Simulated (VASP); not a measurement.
Computed with PBEsol GGA, VASP's PBE PAW potentials (set 64) (plane waves; VASP).

A VASP calculation is set up with these files.

**KPOINTS**
```
Automatic mesh
0
Gamma
11 11 6
0 0 0
```

INCAR:
```
SYSTEM  =  Dy
PREC  =  Accurate; ENCUT  =  400; LREAL  =  F
LASPH  =  T
EDIFF  =  1E-8; NELM  =  100; ALGO  =  Normal
LMAXMIX  =  6
ISMEAR  =  1; SIGMA  =  0.1
GGA  =  PS
IBRION  =  1; NSW  =  30; ISIF  =  2
EDIFFG  =  -0.001
LWAVE  =  F; LCHARG  =  F
```

File POSCAR:
```
Dy
1.0
  1.7766706341  -3.0772836131   0.0000000000
  1.7766706341   3.0772836131   0.0000000000
  0.0000000000   0.0000000000   5.5068028363
Dy
2
Direct
  0.3333330000   0.6666670000   0.2500000000
  0.6666670000   0.3333330000   0.7500000000
```

POTCAR, in this order: Dy_3 (PBE.64 set). Program: vasp_std.

The resulting files:

**OUTCAR**
```
 ion  position               nearest neighbor table
   1  0.333  0.667  0.250-   2 3.43   2 3.43   2 3.43   2 3.43   2 3.43   2 3.43
   2  0.667  0.333  0.750-   1 3.43   1 3.43   1 3.43   1 3.43   1 3.43   1 3.43
  LATTYP: Found a hexagonal cell.
 ALAT       =     3.5533411006
 C/A-ratio  =     1.5497535081
 Subroutine PRICEL returns:
 Original cell was already a primitive cell.
 Subroutine GETGRP returns: Found 24 space group operations
The static configuration has the point symmetry D_3d.
 The point group associated with its full space group is D_6h.
The dynamic configuration has the point symmetry D_3d.
 Subroutine INISYM returns: Found 24 space group operations
 Subroutine IBZKPT returns following result:
 Found     64 irreducible k-points:

 Following reciprocal coordinates:
            Coordinates               Weight
  0.000000  0.000000  0.000000      1.000000
  0.090909 -0.000000  0.000000      6.000000
  0.181818  0.000000  0.000000      6.000000
  0.272727 -0.000000  0.000000      6.000000
  0.363636 -0.000000  0.000000      6.000000
  0.454545 -0.000000  0.000000      6.000000
  0.090909  0.090909  0.000000      6.000000
  0.181818  0.090909  0.000000     12.000000
  0.272727  0.090909  0.000000     12.000000
  0.363636  0.090909  0.000000     12.000000
  0.454545  0.090909  0.000000      6.000000
  0.181818  0.181818  0.000000      6.000000
  0.272727  0.181818  0.000000     12.000000
  0.363636  0.181818  0.000000     12.000000
  0.272727  0.272727  0.000000      6.000000
  0.363636  0.272727  0.000000      6.000000
  0.000000  0.000000  0.166667      2.000000
  0.090909 -0.000000  0.166667     12.000000
  0.181818  0.000000  0.166667     12.000000
  0.272727 -0.000000  0.166667     12.000000
  0.363636 -0.000000  0.166667     12.000000
  0.454545 -0.000000  0.166667     12.000000
...
```

**OSZICAR**
```
       N       E                     dE             d eps       ncg     rms          rms(c)
DAV:   1     0.427484665317E+02    0.42748E+02   -0.78183E+03  1664   0.103E+03
DAV:   2    -0.704129413155E+01   -0.49790E+02   -0.48742E+02  1699   0.279E+02
DAV:   3    -0.984312288081E+01   -0.28018E+01   -0.26206E+01  2366   0.362E+01
DAV:   4    -0.993195605798E+01   -0.88833E-01   -0.88040E-01  2131   0.755E+00
DAV:   5    -0.993478015382E+01   -0.28241E-02   -0.28221E-02  2478   0.929E-01    0.249E+01
DAV:   6    -0.992844172173E+01    0.63384E-02   -0.25279E-02  2517   0.146E+00    0.148E+01
DAV:   7    -0.993413400152E+01   -0.56923E-02   -0.44799E-02  2494   0.196E+00    0.250E-01
DAV:   8    -0.993373176363E+01    0.40224E-03   -0.25723E-03  2074   0.421E-01    0.616E-02
DAV:   9    -0.993373155614E+01    0.20749E-06   -0.22338E-04  2101   0.138E-01    0.302E-02
DAV:  10    -0.993372681477E+01    0.47414E-05   -0.26266E-05  2106   0.426E-02    0.282E-02
DAV:  11    -0.993372697079E+01   -0.15601E-06   -0.19317E-06  1969   0.124E-02    0.208E-03
DAV:  12    -0.993372712855E+01   -0.15776E-06   -0.32866E-07  2289   0.516E-03    0.336E-03
DAV:  13    -0.993372704325E+01    0.85300E-07   -0.40807E-08  1841   0.163E-03    0.402E-04
DAV:  14    -0.993372704497E+01   -0.17212E-08   -0.22494E-09  1102   0.505E-04
   1 F= -.99337270E+01 E0= -.99338492E+01  d E =-.993373E+01
```

OUTCAR:
```
------------------------ aborting loop because EDIFF is reached ----------------------------------------
  FORCE on cell =-STRESS in cart. coord.  units (eV):
  Direction    XX          YY          ZZ          XY          YZ          ZX
  --------------------------------------------------------------------------------------
  Total       -0.0147000     -0.0147000     -0.0101249      0.0000000      0.0000000      0.0000000
  in kB       -0.3911317     -0.3911316     -0.2694010      0.0000000      0.0000000      0.0000000
  external PRESSURE =      -0.3505548 kB  Pullay stress =       0.0000000 kB
  volume of cell :       60.21
      direct lattice vectors                 reciprocal lattice vectors
     1.776670634 -3.077283613  0.000000000     0.281425263 -0.162480961  0.000000000
     1.776670634  3.077283613  0.000000000     0.281425263  0.162480961  0.000000000
     0.000000000  0.000000000  5.506802836     0.000000000  0.000000000  0.181593572
 POSITION                                       TOTAL-FORCE (eV/Angst)
 -----------------------------------------------------------------------------------
      1.77667      1.02576      1.37670         0.000000      0.000000      0.000000
      1.77667     -1.02576      4.13010        -0.000000     -0.000000      0.000000
 -----------------------------------------------------------------------------------
    total drift:                               -0.000002      0.000097     -0.000011
  FREE ENERGIE OF THE ION-ELECTRON SYSTEM (eV)
  ---------------------------------------------------
  free  energy   TOTEN  =        -9.9337270450 eV

  energy  without entropy=       -9.9340936557  energy(sigma->0) =       -9.93384925

 reached required accuracy - stopping structural energy minimisation
```
(Selected blocks of OUTCAR.)

The 4f electrons are frozen in the core of the lanthanide potential, so 4f levels, which can set the real gap, and their magnetism are missing.

The compound is Dy in the hcp structure. It was relaxed first. The start is the result of an earlier pass.
